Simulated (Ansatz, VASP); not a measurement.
# KBr in two plane-wave programs

Wanted: the spread between two codes on one cell, functional and k mesh. The cell is taken from a series of runs on this material, whose earlier steps may have relaxed, scaled, displaced or heated it; both programs get it as it stands.

Program: Ansatz 0.2.0. Level of theory: plane waves, with VASP 6.6.1 beside it; zone-centre phonons at PBE. Results are calculated unless marked as measured.

## (1) The structure

It takes space group Fm-3m (No. 225, cubic). The conventional cell has a = 6.600 Å, b = 6.600 Å, c = 6.600 Å, α = 90.00°, β = 90.00°, γ = 90.00°. Nearest to K lie 6 Br at 3.30 Å. Nearest to Br lie 6 K at 3.30 Å. Farther neighbours and most contacts between anions are not listed.

As a file:

```xyz
2
Lattice="0.0000 3.3000 3.3000 3.3000 0.0000 3.3000 3.3000 3.3000 0.0000" Properties=species:S:1:pos:R:3 pbc="T T T"
K     0.0000    0.0000    0.0000
Br    3.3000    3.3000    3.3000
```

## (2) VASP: zone-centre phonons, PBE

Second derivatives magnify differences that forces hide, and they need a tight electronic threshold.

Lines of VASP's logs that name or quote its potential files are left out, and so is its time.

Input file INCAR:

```
SYSTEM = KBr
PREC = Accurate
ENCUT = 500
EDIFF = 1E-08
NELM = 120
ISMEAR = 0
SIGMA = 0.01
LREAL = .FALSE.
ALGO = Normal
GGA = PE
NBANDS = 14
LORBIT = 11
LWAVE = .FALSE.
LCHARG = .FALSE.
ISIF = 2
IBRION = 8
LEPSILON = .TRUE.
LASPH = .TRUE.
GGA_COMPAT = .FALSE.
EFERMI = MIDGAP
```

Input file POSCAR:

```
KBr
1.0
    0.0000000000      3.3000000000      3.3000000000
    3.3000000000      0.0000000000      3.3000000000
    3.3000000000      3.3000000000      0.0000000000
K Br
1 1
Direct
    0.0000000000      0.0000000000      0.0000000000
    0.5000000000      0.5000000000      0.5000000000
```

Input file KPOINTS:

```
Automatic mesh
0
Gamma
6 6 6
0 0 0
```

PAW data sets: K_sv and Br (PBE family, release 64).

Launch:

```
mpirun -np 1 vasp_std
```

Numbers of over 12 decimals in the logs are rounded to 6 here.

What it wrote:

```text
[banner, memory and clock lines left out]
running    1 mpi-ranks, on    1 nodes
 distrk:  each k-point on    1 cores,    1 groups
 distr:  one band on    1 cores,    1 groups

 POSCAR found type information on POSCAR K Br
 POSCAR found :  2 types and       2 ions
 LDA part: xc-table for (Slater+PW92), standard interpolation
 POSCAR, INCAR and KPOINTS ok, starting setup
 FFT: planning ... GRIDC
 FFT: planning ... GRID_SOFT
 FFT: planning ... GRID
 WAVECAR not read
 entering main loop
       N       E                     dE             d eps       ncg     rms          rms(c)
DAV:   1     0.968294234561E+02    0.96829E+02   -0.65447E+03   448   0.960E+02
DAV:   2    -0.576525473480E-02   -0.96835E+02   -0.88890E+02   570   0.237E+02
DAV:   3    -0.611266639861E+01   -0.61069E+01   -0.60713E+01   622   0.527E+01
DAV:   4    -0.638575954481E+01   -0.27309E+00   -0.27303E+00   720   0.948E+00
DAV:   5    -0.638772375406E+01   -0.19642E-02   -0.19642E-02   598   0.946E-01    0.312E+00
DAV:   6    -0.621608975971E+01    0.17163E+00   -0.24415E-01   544   0.240E+00    0.228E+00
DAV:   7    -0.620481500988E+01    0.11275E-01   -0.11978E-01   592   0.187E+00    0.104E+00
DAV:   8    -0.621390111633E+01   -0.90861E-02   -0.13864E-02   516   0.873E-01    0.120E-01
DAV:   9    -0.621461241873E+01   -0.71130E-03   -0.71969E-04   604   0.167E-01    0.789E-02
DAV:  10    -0.621499023770E+01   -0.37782E-03   -0.41569E-04   448   0.125E-01    0.145E-02
DAV:  11    -0.621499873442E+01   -0.84967E-05   -0.21662E-05   602   0.270E-02    0.445E-03
DAV:  12    -0.621500099892E+01   -0.22645E-05   -0.44734E-06   454   0.152E-02    0.351E-03
DAV:  13    -0.621500111840E+01   -0.11948E-06   -0.23407E-07   612   0.286E-03    0.857E-04
DAV:  14    -0.621500122011E+01   -0.10171E-06   -0.12535E-07   454   0.197E-03    0.516E-04
DAV:  15    -0.621500121990E+01    0.21146E-09   -0.32103E-09   444   0.363E-04
   1 F= -.62150012E+01 E0= -.62150012E+01  d E =0.000000E+00
 Linear response reoptimize wavefunctions to high precision
DAV:   1    -0.621500123592E+01   -0.16017E-07   -0.32650E-09   510   0.289E-04
DAV:   2    -0.621500123598E+01   -0.64119E-10   -0.36579E-11   230   0.507E-05
 Linear response G [H, r] |phi>, progress :
  Direction:   1
       N       E                     dE             d eps       ncg     rms
RMM:   1    -0.559963830125E+02   -0.55996E+02    0.36096E+02   863   0.978E+01
RMM:   2    -0.577376503162E+02   -0.17413E+01   -0.68750E+00   833   0.191E+01
RMM:   3    -0.580421564516E+02   -0.30451E+00   -0.18544E+00   987   0.584E+00
RMM:   4    -0.580850996406E+02   -0.42943E-01   -0.40871E-01  1030   0.200E+00
RMM:   5    -0.580961022788E+02   -0.11003E-01   -0.91064E-02  1010   0.852E-01
RMM:   6    -0.580982384668E+02   -0.21362E-02   -0.23583E-02  1025   0.393E-01
RMM:   7    -0.580988526247E+02   -0.61416E-03   -0.46537E-03  1007   0.176E-01
RMM:   8    -0.580990038405E+02   -0.15122E-03    0.77402E-03  1010   0.889E-02
RMM:   9    -0.580990291373E+02   -0.25297E-04    0.10722E-02  1014   0.402E-02
RMM:  10    -0.580990389955E+02   -0.98582E-05    0.12438E-02  1020   0.199E-02
RMM:  11    -0.580990405148E+02   -0.15193E-05    0.59349E-03   988   0.110E-02
RMM:  12    -0.580990417641E+02   -0.12493E-05    0.65680E-03   964   0.645E-03
RMM:  13    -0.580990418222E+02   -0.58157E-07    0.50810E-03   918   0.388E-03
RMM:  14    -0.580990420322E+02   -0.21001E-06    0.46459E-03   839   0.250E-03
RMM:  15    -0.580990420023E+02    0.29982E-07    0.41776E-03   737   0.178E-03
RMM:  16    -0.580990420344E+02   -0.32145E-07    0.41223E-03   666   0.142E-03
RMM:  17    -0.580990420055E+02    0.28914E-07    0.39867E-03   574   0.120E-03
RMM:  18    -0.580990420373E+02   -0.31794E-07    0.39856E-03   536   0.109E-03
RMM:  19    -0.580990420691E+02   -0.31802E-07    0.39378E-03   514   0.102E-03
RMM:  20    -0.580990420451E+02    0.24016E-07    0.39435E-03   491   0.980E-04
RMM:  21    -0.580990420247E+02    0.20366E-07    0.39260E-03   469   0.951E-04
RMM:  22    -0.580990419925E+02    0.32171E-07    0.39425E-03   458   0.934E-04
 Linear response G [H, r] |phi>, progress :
  Direction:   2
       N       E                     dE             d eps       ncg     rms
RMM:   1    -0.540770312623E+02   -0.54077E+02    0.37798E+02   875   0.993E+01
RMM:   2    -0.562045076576E+02   -0.21275E+01   -0.59385E+00   829   0.188E+01
RMM:   3    -0.564588173043E+02   -0.25431E+00   -0.13719E+00   989   0.553E+00
RMM:   4    -0.564993817165E+02   -0.40564E-01   -0.29626E-01  1031   0.182E+00
RMM:   5    -0.565079575919E+02   -0.85759E-02   -0.68622E-02  1015   0.767E-01
RMM:   6    -0.565095849790E+02   -0.16274E-02   -0.19109E-02  1036   0.354E-01
RMM:   7    -0.565101088508E+02   -0.52387E-03   -0.32575E-03  1007   0.166E-01
RMM:   8    -0.565102375680E+02   -0.12872E-03    0.49310E-03  1023   0.776E-02
RMM:   9    -0.565102777122E+02   -0.40144E-04    0.16399E-03  1027   0.365E-02
[...]
RMM:  10    -0.357757144079E+00   -0.35656E-05   -0.21804E-05  1979   0.774E-03    0.103E-03
RMM:  11    -0.357757176746E+00   -0.32666E-07   -0.13190E-05  1959   0.307E-03    0.124E-03
RMM:  12    -0.357756914365E+00    0.26238E-06   -0.49284E-06  1845   0.129E-03    0.141E-03
RMM:  13    -0.357754423432E+00    0.24909E-05   -0.22550E-06  1843   0.620E-04    0.127E-03
[...]
RMM:  19    -0.357752593244E+00    0.20109E-06   -0.14306E-07  1430   0.900E-05    0.710E-04
RMM:  20    -0.357752441155E+00    0.15209E-06   -0.36000E-08  1107   0.546E-05    0.556E-04
RMM:  21    -0.357752315714E+00    0.12544E-06   -0.11677E-08  1243   0.784E-05    0.401E-04
RMM:  22    -0.357752190280E+00    0.12543E-06   -0.15449E-10  1338   0.808E-05    0.220E-04
RMM:  23    -0.357752102380E+00    0.87900E-07   -0.64423E-11  1096   0.637E-05    0.983E-05
RMM:  24    -0.357752066240E+00    0.36141E-07   -0.65071E-11   853   0.501E-05    0.422E-05
RMM:  25    -0.357752045132E+00    0.21108E-07   -0.44414E-12   517   0.354E-05    0.241E-05
RMM:  26    -0.357752038121E+00    0.70111E-08    0.59999E-12   556   0.395E-05    0.961E-06
 change of polarisation eV/A/(eV/A) component  2 :     0.056     0.617    -0.026
 dielectric tensor                  component  2 :     0.141     2.553    -0.065
 Linear response to external field, progress :
  Direction:   3
       N       E                     dE             d eps       ncg     rms          rms(c)
RMM:   1    -0.343038446242E+00   -0.34304E+00   -0.70956E-01  1819   0.325E+00
RMM:   2    -0.358985264437E+00   -0.15947E-01   -0.41035E-02  1772   0.784E-01    0.136E+00
RMM:   3    -0.321292527557E+00    0.37693E-01   -0.65815E-02  1551   0.126E+00    0.659E-01
RMM:   4    -0.337315660530E+00   -0.16023E-01   -0.52503E-02  1611   0.105E+00    0.183E-01
RMM:   5    -0.354368784981E+00   -0.17053E-01   -0.33814E-03  1699   0.349E-01    0.294E-02
RMM:   6    -0.356503752982E+00   -0.21350E-02   -0.12429E-03  1888   0.144E-01    0.244E-02
RMM:   7    -0.357376566429E+00   -0.87281E-03   -0.20192E-04  1819   0.625E-02    0.144E-02
RMM:   8    -0.357693952339E+00   -0.31739E-03   -0.96583E-05  1871   0.328E-02    0.462E-03
RMM:   9    -0.357754560730E+00   -0.60608E-04   -0.23879E-05  1901   0.175E-02    0.172E-03
RMM:  10    -0.357757043176E+00   -0.24824E-05   -0.23179E-05  2006   0.821E-03    0.114E-03
RMM:  11    -0.357757073305E+00   -0.30129E-07   -0.64682E-06  1952   0.327E-03    0.132E-03
RMM:  12    -0.357757222723E+00   -0.14942E-06   -0.45433E-06  1872   0.142E-03    0.145E-03
RMM:  13    -0.357755775207E+00    0.14475E-05   -0.16362E-06  1817   0.823E-04    0.142E-03
RMM:  14    -0.357754765099E+00    0.10101E-05   -0.55153E-07  1788   0.538E-04    0.166E-03
RMM:  15    -0.357754411834E+00    0.35327E-06   -0.21051E-07  1795   0.226E-04    0.172E-03
RMM:  16    -0.357754194462E+00    0.21737E-06   -0.34082E-07  1678   0.175E-04    0.174E-03
RMM:  17    -0.357753932523E+00    0.26194E-06   -0.12267E-07  1561   0.128E-04    0.175E-03
 change of polarisation eV/A/(eV/A) component  3 :    -0.001     0.019     0.617
 dielectric tensor                  component  3 :    -0.002     0.048     2.553
 Linear response DOF=           2
 Linear response progress:
  Degree of freedom:   1/  2
       N       E                     dE             d eps       ncg     rms          rms(c)
RMM:   1    -0.313521649398E+00   -0.31352E+00    0.19979E-01  1301   0.393E+00
RMM:   2    -0.315029261216E+00   -0.15076E-02   -0.27097E-02  1461   0.975E-01    0.336E-02
RMM:   3    -0.317084553397E+00   -0.20553E-02   -0.40023E-03  1741   0.310E-01    0.333E-02
RMM:   4    -0.317301592432E+00   -0.21704E-03   -0.28223E-04  1791   0.768E-02    0.310E-02
RMM:   5    -0.317434469669E+00   -0.13288E-03   -0.58002E-05  1681   0.380E-02    0.496E-03
RMM:   6    -0.317447341602E+00   -0.12872E-04   -0.10603E-05  1798   0.164E-02    0.407E-03
RMM:   7    -0.317435205607E+00    0.12136E-04   -0.29097E-06  1829   0.736E-03    0.166E-03
RMM:   8    -0.317439883463E+00   -0.46779E-05   -0.93379E-07  1818   0.359E-03    0.402E-04
RMM:   9    -0.317442752104E+00   -0.28686E-05   -0.92395E-08  1950   0.171E-03    0.211E-04
RMM:  10    -0.317441751210E+00    0.10009E-05    0.13699E-07  1910   0.709E-04    0.146E-04
RMM:  11    -0.317441386487E+00    0.36472E-06    0.85118E-08  2008   0.343E-04    0.676E-05
RMM:  12    -0.317441151644E+00    0.23484E-06    0.10696E-07  1996   0.163E-04    0.285E-05
RMM:  13    -0.317441092482E+00    0.59161E-07    0.13867E-07  1963   0.824E-05    0.680E-06
RMM:  14    -0.317441121036E+00   -0.28554E-07    0.10190E-07  1991   0.440E-05    0.463E-06
RMM:  15    -0.317441094399E+00    0.26637E-07    0.35503E-08  1842   0.260E-05    0.288E-06
RMM:  16    -0.317441070783E+00    0.23615E-07    0.37822E-08  1751   0.177E-05    0.613E-06
RMM:  17    -0.317441099924E+00   -0.29141E-07    0.19830E-08  1782   0.124E-05    0.429E-06
RMM:  18    -0.317441092165E+00    0.77591E-08    0.10147E-08  1527   0.781E-06    0.291E-06
 first order change of Fermi-energy  -0.17096E-03
 force on displaced ion       1 direction 1 :  -1.241   0.000   0.000
 Born effective charge ion    1 direction 1 :   1.127   0.000   0.000
 Linear response progress:
  Degree of freedom:   2/  2
       N       E                     dE             d eps       ncg     rms          rms(c)
RMM:   1    -0.145365228843E+00   -0.14537E+00    0.73778E-02  1786   0.161E+00
RMM:   2    -0.144423268082E+00    0.94196E-03   -0.19575E-03  1413   0.242E-01    0.512E-02
RMM:   3    -0.144927566556E+00   -0.50430E-03   -0.18506E-04  1561   0.632E-02    0.259E-02
RMM:   4    -0.145554181614E+00   -0.62662E-03   -0.91829E-05  1524   0.415E-02    0.862E-03
RMM:   5    -0.145634039332E+00   -0.79858E-04   -0.18142E-05  1684   0.174E-02    0.502E-03
RMM:   6    -0.145627944071E+00    0.60953E-05   -0.27263E-06  1733   0.580E-03    0.230E-03
RMM:   7    -0.145619877289E+00    0.80668E-05   -0.58745E-07  1759   0.221E-03    0.947E-04
RMM:   8    -0.145618134047E+00    0.17432E-05    0.56888E-06  1752   0.105E-03    0.103E-04
RMM:   9    -0.145617600957E+00    0.53309E-06    0.45686E-06  1925   0.419E-04    0.566E-05
RMM:  10    -0.145617254480E+00    0.34648E-06    0.25906E-06  1882   0.185E-04    0.231E-05
RMM:  11    -0.145617311402E+00   -0.56922E-07    0.10510E-06  1900   0.827E-05    0.901E-06
RMM:  12    -0.145617335651E+00   -0.24249E-07    0.74670E-09  1929   0.397E-05    0.376E-06
RMM:  13    -0.145617329594E+00    0.60572E-08    0.22003E-07  1906   0.175E-05    0.309E-06
RMM:  14    -0.145617323082E+00    0.65119E-08   -0.17516E-09  1765   0.732E-06    0.819E-07
 first order change of Fermi-energy   0.25695E-03
 force on displaced ion       2 direction 1 :  -1.236   0.000   0.000
 Born effective charge ion    2 direction 1 :  -1.127   0.000   0.000
 Born effective charges drift removed
 Linear response finished
```

OUTCAR, selected parts (step 2):

```text
ion  position               nearest neighbor table
   1  0.000  0.000  0.000-   2 3.30   2 3.30   2 3.30   2 3.30   2 3.30   2 3.30
   2  0.500  0.500  0.500-   1 3.30   1 3.30   1 3.30   1 3.30   1 3.30   1 3.30

  LATTYP: Found a face centered cubic cell.
 ALAT       =     6.6000000000

 Subroutine GETGRP returns: Found 48 space group operations
 (whereof 48 operations were pure point group operations)

The static configuration has the point symmetry O_h .

 Found     16 irreducible k-points:

   k-points           NKPTS =     16   k-points in BZ     NKDIM =     16   number of bands    NBANDS=     14

   dimension x,y,z NGX =    36 NGY =   36 NGZ =   36
   dimension x,y,z NGXF=    72 NGYF=   72 NGZF=   72

   ENCUT  =  500.0 eV  36.75 Ry    6.06 a.u.   8.51  8.51  8.51*2*pi/ulx,y,z

   NELECT =      16.0000    total number of electrons

 k-points in reciprocal lattice and weights: Automatic mesh
   0.00000000  0.00000000  0.00000000       0.005
   0.16666667  0.00000000  0.00000000       0.037
   0.33333333  0.00000000  0.00000000       0.037
   0.50000000  0.00000000  0.00000000       0.019
   0.16666667  0.16666667  0.00000000       0.028
   0.33333333  0.16666667  0.00000000       0.111
   0.50000000  0.16666667  0.00000000       0.111
  -0.33333333  0.16666667  0.00000000       0.111
  -0.16666667  0.16666667  0.00000000       0.056
[...]
-0.33333333  0.33333333  0.16666667       0.111
  -0.33333333  0.50000000  0.16666667       0.056

 average (electrostatic) potential at core
       1 -36.7941       2 -64.7579

  Total        0.3365334      0.3365334      0.3365334     -0.0000000      0.0000000      0.0000000
  in kB        7.5018247      7.5018247      7.5018247     -0.0000000      0.0000000      0.0000000
  external PRESSURE =       7.5018247 kB  Pullay stress =       0.0000000 kB

  energy-cutoff  :      500.00
  volume of cell :       71.87
      direct lattice vectors                 reciprocal lattice vectors
     0.000000000  3.300000000  3.300000000    -0.151515152  0.151515152  0.151515152
     3.300000000  0.000000000  3.300000000     0.151515152 -0.151515152  0.151515152
     3.300000000  3.300000000  0.000000000     0.151515152  0.151515152 -0.151515152

 POSITION                                       TOTAL-FORCE (eV/Angst)
 -----------------------------------------------------------------------------------
      0.00000      0.00000      0.00000         0.000000      0.000000     -0.000000
      3.30000      3.30000      3.30000         0.000000      0.000000      0.000000
 -----------------------------------------------------------------------------------
    total drift:                                0.000000      0.000000      0.000000

 MACROSCOPIC STATIC DIELECTRIC TENSOR (including local field effects in DFT)
 ------------------------------------------------------
           2.553088     0.000000    -0.000000
           0.000000     2.553088    -0.000000
           0.000000     0.000000     2.553088
 ------------------------------------------------------

 PIEZOELECTRIC TENSOR (including local field effects)  for field in x, y, z        (C/m^2)
          XX          YY          ZZ          XY          YZ          ZX
  --------------------------------------------------------------------------------
  x     0.00000     0.00000     0.00000     0.00000     0.00000     0.00000
  y     0.00000     0.00000     0.00000     0.00000     0.00000     0.00000
  z     0.00000     0.00000     0.00000     0.00000     0.00000     0.00000

 BORN EFFECTIVE CHARGES (including local field effects) (in |e|, cummulative output)
 ---------------------------------------------------------------------------------
 ion    1
    1     1.12649     0.00000     0.00000
    2    -0.00000     1.12649     0.00000
    3     0.00000    -0.00000     1.12649
 ion    2
    1    -1.12649    -0.00000    -0.00000
    2     0.00000    -1.12649    -0.00000
    3    -0.00000     0.00000    -1.12649

 Eigenvectors and eigenvalues of the dynamical matrix
 ----------------------------------------------------

   1 f  =    3.396515 THz    21.340932 2PiTHz  113.295539 cm-1    14.046850 meV
             X         Y         Z           dx          dy          dz
      0.000000  0.000000  0.000000     0.000000    0.819858    0.000000
      3.300000  3.300000  3.300000     0.000000   -0.572567    0.000000

   2 f  =    3.396515 THz    21.340932 2PiTHz  113.295539 cm-1    14.046850 meV
             X         Y         Z           dx          dy          dz
      0.000000  0.000000  0.000000     0.819858    0.000000    0.000000
      3.300000  3.300000  3.300000    -0.572567    0.000000    0.000000

   3 f  =    3.396515 THz    21.340932 2PiTHz  113.295539 cm-1    14.046850 meV
             X         Y         Z           dx          dy          dz
      0.000000  0.000000  0.000000     0.000000    0.000000    0.819858
      3.300000  3.300000  3.300000     0.000000    0.000000   -0.572567

   4 f/i=    0.002591 THz     0.016282 2PiTHz    0.086437 cm-1     0.010717 meV
             X         Y         Z           dx          dy          dz
      0.000000  0.000000  0.000000    -0.572567    0.000000    0.000000
      3.300000  3.300000  3.300000    -0.819858    0.000000    0.000000

   5 f/i=    0.002591 THz     0.016282 2PiTHz    0.086437 cm-1     0.010717 meV
             X         Y         Z           dx          dy          dz
      0.000000  0.000000  0.000000     0.000000   -0.572567    0.000000
      3.300000  3.300000  3.300000     0.000000   -0.819858    0.000000

   6 f/i=    0.002591 THz     0.016282 2PiTHz    0.086437 cm-1     0.010717 meV
             X         Y         Z           dx          dy          dz
      0.000000  0.000000  0.000000     0.000000    0.000000   -0.572567
      3.300000  3.300000  3.300000     0.000000    0.000000   -0.819858

 MACROSCOPIC STATIC DIELECTRIC TENSOR IONIC CONTRIBUTION
 ------------------------------------------------------
           2.579619     0.000000     0.000000
           0.000000     2.579619     0.000000
           0.000000     0.000000     2.579619
 ------------------------------------------------------

 ELASTIC MODULI CONTR FROM IONIC RELAXATION (kBar)
 Direction    XX          YY          ZZ          XY          YZ          ZX
 --------------------------------------------------------------------------------
 XX           0.0000      0.0000      0.0000      0.0000      0.0000      0.0000
 YY           0.0000      0.0000      0.0000      0.0000      0.0000      0.0000
 ZZ           0.0000      0.0000      0.0000      0.0000      0.0000      0.0000
 XY           0.0000      0.0000      0.0000      0.0000      0.0000      0.0000
 YZ           0.0000      0.0000      0.0000      0.0000      0.0000      0.0000
 ZX           0.0000      0.0000      0.0000      0.0000      0.0000      0.0000
 --------------------------------------------------------------------------------

 PIEZOELECTRIC TENSOR IONIC CONTR  for field in x, y, z        (C/m^2)
          XX          YY          ZZ          XY          YZ          ZX
  --------------------------------------------------------------------------------
  x     0.00000     0.00000     0.00000     0.00000     0.00000     0.00000
  y     0.00000     0.00000     0.00000     0.00000     0.00000     0.00000
  z     0.00000     0.00000     0.00000     0.00000     0.00000     0.00000
```

(Continued in part 2 of 2.)

[Lines on the potential files, build, host, timing and source positions are cut from VASP's logs without a mark.]

[Logs are printed without paths, hosts, clocks, repeated set-up lines and the standing remarks that a program may print on its own settings, such as how far it seeks lower states.]

[Hosts, paths, dates, database ids (printed as entryN), source tags and the programs' standing remarks are cut or masked in the printed files.]
